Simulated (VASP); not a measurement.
# CsLiCr2Te2S3 (R32) in VASP: notebook

The runs below take CsLiCr2Te2S3 through optical spectrum, electric field gradients, with PBE.

All numbers are computed with VASP 6.6.1; they aren't measurements. Logs are shortened: lines on timing, memory, paths and dates and some standing lists are left out, and cuts for length are marked.

## Step 1: Starting point

It takes space group R32 (No. 155, trigonal). The conventional cell has a = 6.639 Å, b = 6.639 Å, c = 20.639 Å, α = 90.00°, β = 90.00°, γ = 120.00°. Cs (site symmetry 32) has 6 Te at 3.84 Å and 6 S at 4.04 Å and 2 Cr at 4.16 Å as nearest neighbours. Around Li (site symmetry 32) lie 3 S at 2.41 Å. Around Cr (site symmetry 3) lie 3 S at 2.24 Å and 1 Te at 2.45 Å. Te (site symmetry 3) has 1 Cr at 2.45 Å as nearest neighbours. Around S (site symmetry 2) lie 2 Cr at 2.24 Å and 1 Li at 2.41 Å.

The cell was built by a generator and needn't be a form met in nature.

## Step 2: Optical spectrum, PBE, collinear spin, ferromagnetic start

Contents of INCAR:

```
PREC     = Accurate       # precision mode
ENCUT    = 520            # plane-wave cutoff, eV
EDIFF    = 1E-6           # SCF threshold, eV
ISMEAR   = -1             # smearing method
SIGMA    = 0.05           # smearing width, eV
LREAL    = F              # projectors in reciprocal space
LASPH    = T              # aspherical terms in the spheres
NELM     = 100            # most SCF steps
ALGO     = Normal         # electronic algorithm
ISIF     = 2              # what is computed and relaxed
LWAVE    = F              # write WAVECAR
LCHARG   = F              # write CHGCAR
ISPIN    = 2              # spin polarisation
MAGMOM   = 0 0 3 3 0 0 0 0 0 # initial moments
LORBIT   = 11             # projections on sites
LMAXMIX  = 4              # l up to which the mixer works
GGA      = PE             # functional
LOPTICS  = T              # frequency-dependent dielectric function
NBANDS   = 57             # bands
NEDOS    = 1000           # points of the DOS
CSHIFT   = 0.1          
KPAR     = 4
```

Contents of KPOINTS:

```
regular mesh
0
Gamma
  5 5 5
```

Contents of POSCAR:

```
CsLiCr2Te2S3
1.0
    3.3192900000      1.9163900000      6.8798200000
   -3.3192900000      1.9163900000      6.8798200000
    0.0000000000     -3.8327900000      6.8798200000
Cs Li Cr Te S
1 1 2 2 3
Direct
    0.0000000000      0.0000000000      0.0000000000
    0.5000000000      0.5000000000      0.5000000000
    0.7984800000      0.7984800000      0.7984800000
    0.2015200000      0.2015200000      0.2015200000
    0.6799000000      0.6799000000      0.6799000000
    0.3201000000      0.3201000000      0.3201000000
    0.1362600000      0.8637400000      0.5000000000
    0.5000000000      0.1362600000      0.8637400000
    0.8637400000      0.5000000000      0.1362600000
```

Potentials or basis: VASP PAW PBE potentials, release 64 (Cs_sv, Li_sv, Cr_pv, Te, S).

Run with:

```sh
$ cat potpaw_PBE.64/Cs_sv/POTCAR potpaw_PBE.64/Li_sv/POTCAR potpaw_PBE.64/Cr_pv/POTCAR potpaw_PBE.64/Te/POTCAR potpaw_PBE.64/S/POTCAR > POTCAR
$ mpirun -np 4 vasp_std > vasp.out
```

OUTCAR:

```text
PREC = Accurate
   ENCUT = 520
   EDIFF = 1E-6
   ISMEAR = -1
   LREAL = F
   LASPH = T
   NELM = 100
   ISIF = 2
   ISPIN = 2
   LORBIT = 11
   GGA = PE

 ion  position               nearest neighbor table
   1  0.000  0.000  0.000-
   2  0.500  0.500  0.500-   7 2.41   8 2.41   9 2.41
   3  0.798  0.798  0.798-   7 2.24   8 2.24   9 2.24   5 2.45
   4  0.202  0.202  0.202-   7 2.24   9 2.24   8 2.24   6 2.45
   5  0.680  0.680  0.680-   3 2.45
   6  0.320  0.320  0.320-   4 2.45
   7  0.136  0.864  0.500-   3 2.24   4 2.24   2 2.41
   8  0.500  0.136  0.864-   3 2.24   4 2.24   2 2.41
   9  0.864  0.500  0.136-   4 2.24   3 2.24   2 2.41

  LATTYP: Found a trigonal (rhomboedric) cell.
 ALAT       =     7.8754149077
 COS(alpha) =     0.6447177554

  Lattice vectors:

 A1 = (   3.3192900000,   1.9163900000,   6.8798200000)
 A2 = (  -3.3192900000,   1.9163900000,   6.8798200000)
 A3 = (   0.0000000000,  -3.8327900000,   6.8798200000)

Analysis of symmetry for initial positions (statically):
=====================================================================
 Subroutine PRICEL returns:
 Original cell was already a primitive cell.

 Routine SETGRP: Setting up the symmetry group for a
 trigonal (rhombohedral) supercell.

 Subroutine GETGRP returns: Found  6 space group operations
 (whereof  6 operations were pure point group operations)
 out of a pool of 12 trial point group operations.

The static configuration has the point symmetry D_3 .

Analysis of symmetry for dynamics (positions and initial velocities):
=====================================================================
 Subroutine PRICEL returns:
 Original cell was already a primitive cell.

 Routine SETGRP: Setting up the symmetry group for a
 trigonal (rhombohedral) supercell.

 Subroutine GETGRP returns: Found  6 space group operations
 (whereof  6 operations were pure point group operations)
 out of a pool of 12 trial point group operations.

The dynamic configuration has the point symmetry D_3 .

Analysis of structural, dynamic, and magnetic symmetry:
=====================================================================
 Subroutine PRICEL returns:
 Original cell was already a primitive cell.

 Routine SETGRP: Setting up the symmetry group for a
 trigonal (rhombohedral) supercell.

 Subroutine GETGRP returns: Found  6 space group operations
 (whereof  6 operations were pure point group operations)
 out of a pool of 12 trial point group operations.

The overall configuration has the point symmetry D_3 .

 Subroutine INISYM returns: Found  6 space group operations
 (whereof  6 operations are pure point group operations),
 and found     1 'primitive' translations

----------------------------------------------------------------------------------------

                                     Primitive cell

  volume of cell :     262.5779

  direct lattice vectors                    reciprocal lattice vectors
     3.319290000  1.916390000  6.879820000     0.150634624  0.086968924  0.048450922
    -3.319290000  1.916390000  6.879820000    -0.150634624  0.086968924  0.048450922
[... 1062 lines left out ...]

 spin component 2

 k-point     1 :       0.0000    0.0000    0.0000
  band No.  band energies     occupation
      1     -43.1290      1.00000
      2     -39.1999      1.00000
      3     -39.1992      1.00000
      4     -38.9619      1.00000
      5     -38.9619      1.00000
      6     -38.9584      1.00000
[... 901 lines left out ...]
     44       8.0675      0.00000
     45       8.6660      0.00000
 [bands above 45 left out]

------------------------ aborting loop because EDIFF is reached ----------------------------------------

  FORCE on cell =-STRESS in cart. coord.  units (eV):
  Direction    XX          YY          ZZ          XY          YZ          ZX
  --------------------------------------------------------------------------------------
  -------------------------------------------------------------------------------------
  Total       -0.0064179     -0.0064179     -0.1461052      0.0000000      0.0000001      0.0000000
  in kB       -0.0391604     -0.0391604     -0.8914932      0.0000000      0.0000004      0.0000000
  external PRESSURE =      -0.3232713 kB  Pullay stress =       0.0000000 kB

 VOLUME and BASIS-vectors are now :
 -----------------------------------------------------------------------------
  energy-cutoff  :      520.00
  volume of cell :      262.58
      direct lattice vectors                 reciprocal lattice vectors
     3.319290000  1.916390000  6.879820000     0.150634624  0.086968924  0.048450922
    -3.319290000  1.916390000  6.879820000    -0.150634624  0.086968924  0.048450922
     0.000000000 -3.832790000  6.879820000     0.000000000 -0.173937849  0.048450796

 POSITION                                       TOTAL-FORCE (eV/Angst)
 -----------------------------------------------------------------------------------
      0.00000      0.00000      0.00000         0.000000      0.000000     -0.000000
      0.00000     -0.00001     10.31973         0.000000      0.000000     -0.000000
      0.00000     -0.00001     16.48020         0.000000      0.000000     -0.013664
      0.00000     -0.00000      4.15926         0.000000     -0.000000      0.013664
      0.00000     -0.00001     14.03277         0.000000     -0.000000      0.011661
      0.00000     -0.00000      6.60669         0.000000      0.000000     -0.011661
     -2.41472     -0.00001     10.31973        -0.002786      0.000000     -0.000000
      1.20736     -2.09121     10.31973         0.001393     -0.002413     -0.000000
      1.20736      2.09120     10.31973         0.001393      0.002413     -0.000000
 -----------------------------------------------------------------------------------
    total drift:                                0.000018      0.000000     -0.000000

  FREE ENERGIE OF THE ION-ELECTRON SYSTEM (eV)
  ---------------------------------------------------
  free  energy   TOTEN  =       -45.6834431521 eV

  energy  without entropy=      -45.6635685661  energy(sigma->0) =      -45.67350586

 electrical conductivity sigma (Mega S m-1) (frequency dependency in vasprun.xml)
  --------------------------------------------------------------------------------------
         NaN         NaN         NaN
         NaN         NaN         NaN
         NaN         NaN         NaN

  frequency dependent IMAGINARY DIELECTRIC FUNCTION (independent particle, no local field effects) density-density
     E(ev)      X         Y         Z        XY        YZ        ZX
  --------------------------------------------------------------------------------------------------------------
     0.00000     0.00000     0.00000     0.00000     0.00000     0.00000     0.00000
     0.65950    15.08539    15.08539    12.38806    -0.00000    -0.00001     0.00000
     1.31900    10.68528    10.68528    11.72217    -0.00000    -0.00001     0.00000
     1.97850     4.95869     4.95869     6.61629    -0.00000    -0.00000     0.00000
     2.63800     3.00604     3.00604     6.03172     0.00000    -0.00000     0.00000
     3.29751     3.19029     3.19029     5.31116    -0.00000    -0.00000     0.00000
[... 92 lines left out ...]
    64.63110     0.00021     0.00021     0.00021     0.00000    -0.00000     0.00000
    65.29060     0.00020     0.00020     0.00020     0.00000    -0.00000     0.00000

  frequency dependent      REAL DIELECTRIC FUNCTION (independent particle, no local field effects) density-density
     E(ev)        X           Y           Z          XY          YZ          ZX
  --------------------------------------------------------------------------------------------------------------
     0.00000    46.01509    46.01511    43.60957    -0.00000    -0.00002     0.00000
     0.65950     6.47002     6.47002     6.80089     0.00000    -0.00000    -0.00000
     1.31900     2.63521     2.63521     7.69337     0.00000    -0.00000    -0.00000
     1.97850     0.96100     0.96100     1.93038     0.00000    -0.00000     0.00000
     2.63800     2.26785     2.26785     3.25781     0.00000    -0.00000     0.00000
     3.29751     3.83402     3.83402     1.71345     0.00000    -0.00000     0.00000
[... 92 lines left out ...]
    64.63110     0.94737     0.94737     0.94885    -0.00000     0.00000     0.00000
    65.29060     0.94873     0.94873     0.95018    -0.00000     0.00000     0.00000

  frequency dependent IMAGINARY DIELECTRIC FUNCTION (independent particle, no local field effects) current-current
     E(ev)      X         Y         Z        XY        YZ        ZX
  --------------------------------------------------------------------------------------------------------------
     0.00000   142.44109   142.44114   124.37677    -0.00000    -0.00006     0.00000
     0.65950    16.02935    16.02936    13.31506    -0.00000    -0.00001    -0.00000
     1.31900    10.80264    10.80265    12.77891     0.00000    -0.00001     0.00000
     1.97850     4.90436     4.90436     6.64973     0.00000    -0.00000    -0.00000
     2.63800     3.09477     3.09477     6.22107     0.00000    -0.00000    -0.00000
     3.29751     3.38722     3.38722     5.35162    -0.00000    -0.00000    -0.00000
[... 92 lines left out ...]
    64.63110     0.00005     0.00005     0.00005    -0.00000    -0.00000    -0.00000
    65.29060     0.00004     0.00004     0.00004    -0.00000    -0.00000    -0.00000

  frequency dependent      REAL DIELECTRIC FUNCTION (independent particle, no local field effects) current-current
     E(ev)        X           Y           Z          XY          YZ          ZX
  --------------------------------------------------------------------------------------------------------------
     0.00000    12.23719    12.23719    11.71365    -0.00000    -0.00001    -0.00000
     0.65950     2.56701     2.56701     3.94709     0.00000    -0.00000    -0.00000
     1.31900     1.07737     1.07737     5.90606     0.00000    -0.00000     0.00000
     1.97850     0.57629     0.57629     1.40638    -0.00000    -0.00000    -0.00000
     2.63800     2.11103     2.11103     2.85774    -0.00000    -0.00000     0.00000
     3.29751     3.68274     3.68274     1.43576    -0.00000    -0.00000    -0.00000
[... 92 lines left out ...]
    64.63110     0.94746     0.94746     0.94894     0.00000     0.00000     0.00000
    65.29060     0.94882     0.94882     0.95027     0.00000     0.00000     0.00000

 total charge

# of ion       s       p       d       tot
------------------------------------------
    1        1.834   4.699   0.037   6.570
    2        2.015   0.044   0.000   2.059
    3        0.342   6.287   4.157  10.786
    4        0.342   6.287   4.157  10.786
    5        1.385   1.988   0.020   3.393
    6        1.385   1.988   0.020   3.393
    7        1.330   2.416   0.000   3.746
    8        1.330   2.416   0.000   3.746
    9        1.330   2.416   0.000   3.746
--------------------------------------------------
tot         11.295  28.541   8.390  48.226

 magnetization (x)

# of ion       s       p       d       tot
------------------------------------------
    1       -0.000  -0.006  -0.002  -0.008
    2        0.002   0.002   0.000   0.004
    3        0.032   0.027   2.263   2.321
    4        0.032   0.027   2.263   2.321
    5       -0.006  -0.227   0.003  -0.229
    6       -0.006  -0.227   0.003  -0.229
    7       -0.004  -0.080   0.000  -0.084
    8       -0.004  -0.080   0.000  -0.084
    9       -0.004  -0.080   0.000  -0.084
--------------------------------------------------
tot          0.041  -0.644   4.530   3.928
```

It took 4.9 min on 4 MPI ranks of Intel Xeon 6975P-C (Granite Rapids), shared host; peak memory 1.5 GiB.

What came out:

```yaml
Free_energy: -45.6834 eV
Largest_force: 0.014 eV/Å
Band_gap_on_the_k_mesh: none (metal or under the smearing width)
Net_moment: 4.00 μB per cell
Site_moments: Cs -0.01; Li +0.00; Cr +2.32; Te -0.23; S -0.08 μB
Valence_electrons_inside_the_program's_atomic_spheres: Cs 6.57; Li 2.06; Cr 10.79; Te 3.39; S 3.75
```

Forces in eV/Å, atoms in the order of the input:
```
Cs   0.000  0.000  0.000
Li   0.000  0.000  0.000
Cr   0.000  0.000 -0.014
Cr   0.000  0.000  0.014
Te   0.000  0.000  0.012
Te   0.000  0.000 -0.012
S   -0.003  0.000  0.000
S    0.001 -0.002  0.000
S    0.001  0.002  0.000
```

Dielectric function (mean over the directions given):
| energy (eV) | real part | imaginary part |
| --- | --- | --- |
| 0.26 | 25.41 | 23.73 |
| 0.73 | 6.31 | 12.60 |
| 1.25 | 5.31 | 11.10 |
| 1.78 | 1.11 | 7.25 |
| 2.24 | 2.00 | 4.66 |
| 2.77 | 2.73 | 4.15 |
| 3.30 | 3.13 | 3.90 |
| 3.76 | 2.06 | 4.35 |
| 4.29 | 1.91 | 3.79 |
| 4.81 | 2.21 | 2.94 |
| 5.28 | 2.69 | 4.11 |
| 5.80 | 1.01 | 4.08 |
| 6.33 | 0.98 | 3.45 |
| 6.79 | 0.89 | 3.37 |
| 7.32 | 0.62 | 3.71 |
| 7.85 | -0.02 | 3.43 |
| 8.31 | -0.18 | 3.02 |
| 8.84 | -0.59 | 2.81 |
| 9.36 | -0.85 | 2.15 |
| 9.83 | -0.78 | 1.79 |
| 10.35 | -0.71 | 1.45 |
| 10.88 | -0.64 | 1.11 |
| 11.34 | -0.53 | 0.82 |
| 11.87 | -0.18 | 0.52 |
| 12.40 | 0.46 | 0.53 |
| 12.86 | 0.27 | 1.27 |
| 13.39 | -0.07 | 0.86 |
| 13.92 | 0.08 | 1.06 |
| 14.38 | -0.25 | 1.00 |
| 14.90 | -0.30 | 0.70 |
| 15.43 | -0.29 | 0.37 |
| 15.89 | -0.17 | 0.25 |
| 16.42 | -0.03 | 0.12 |
| 16.95 | 0.11 | 0.05 |
| 17.41 | 0.21 | 0.03 |
| 17.94 | 0.30 | 0.02 |
| 18.47 | 0.36 | 0.02 |
| 18.93 | 0.41 | 0.01 |
| 19.46 | 0.46 | 0.01 |
| 19.98 | 0.50 | 0.01 |

Caveat: the cutoff is under 1.25 times the usual one of these potentials, so pressure, stress and relaxed cells hold a basis-set (Pulay) error; spectra need much finer meshes, so this one isn't converged; independent-particle spectra lack excitons; the intraband (Drude) part of a metal's response may be missing; only a ferromagnetic start was run, and an antiferromagnetic order may lie lower in energy. With open d or f shells a metallic result of PBE can be an artefact of self-interaction; +U or a hybrid may open a gap.

[end of part 1 of 2]
